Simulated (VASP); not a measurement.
Input for VASP

### INCAR
```
LCHARG = .False.
ENCUT = 500
EDIFFG = -0.02   # ionic stop
EDIFF = 1E-6
ISMEAR = 1   # Methfessel-Paxton
NSW = 40
LMAXMIX = 6   # l cut-off of mixed one-centre charges
SYSTEM = W
LREAL = .False.   # projection in real space or not
PSTRESS = 200   # kbar
IBRION = 2
ISIF = 3   # ions, shape and volume
ALGO = Normal   # blocked Davidson
METAGGA = R2SCAN
LMIXTAU = .True.
NELM = 100
LWAVE = .False.
PREC = Accurate
SIGMA = 0.1
LASPH = .True.   # aspherical one-centre terms
```

### KPOINTS
```
Automatic mesh
0
Gamma
16 16 16
0 0 0
```

File POSCAR:
```
W
1.0
 -1.5566619822   1.5566619822   1.5566619822
  1.5566619822  -1.5566619822   1.5566619822
  1.5566619822   1.5566619822  -1.5566619822
W
1
Cart
  0.0000000000   0.0000000000   3.1133239644
```

POTCAR, in this order: W_sv (PBE.64 set). Program: vasp_std.

Q: Translate this r2SCAN calculation to Ansatz.

A: One equivalent input (not run):
Ansatz 0.2 input:
```yaml
crystal:
  lattice:
    - [-1.5566620, 1.5566620, 1.5566620]
    - [1.5566620, -1.5566620, 1.5566620]
    - [1.5566620, 1.5566620, -1.5566620]
  atoms:
    - { symbol: W, position: [1.0000000, 1.0000000, 0.0000000] }
kpoints:
  mp_grid: { grid: [16, 16, 16] }
hamiltonian:
  xc: r2scan
  pseudopotentials: { kind: paw }
scf:
  occupations: { method: methfessel_paxton, width: 0.1 }
  max_iter: 100
relax:
  max_steps: 40
  f_tol: 0.02
  cell: { p_target: 20 }
output: { forces: true, stress: true, eigenvalues: true }
```
The two are equivalent in intent, not identical: each code has its own PAW files, so the cut-off isn't converted (ENCUT is set for VASP's; basis.ecutwfc is left out, and Ansatz then takes the one that its files recommend); Ansatz stops its SCF on the density residual and VASP on the energy change (EDIFF).

The compound is W in the bcc structure. It was relaxed first under an external pressure of 20 GPa.
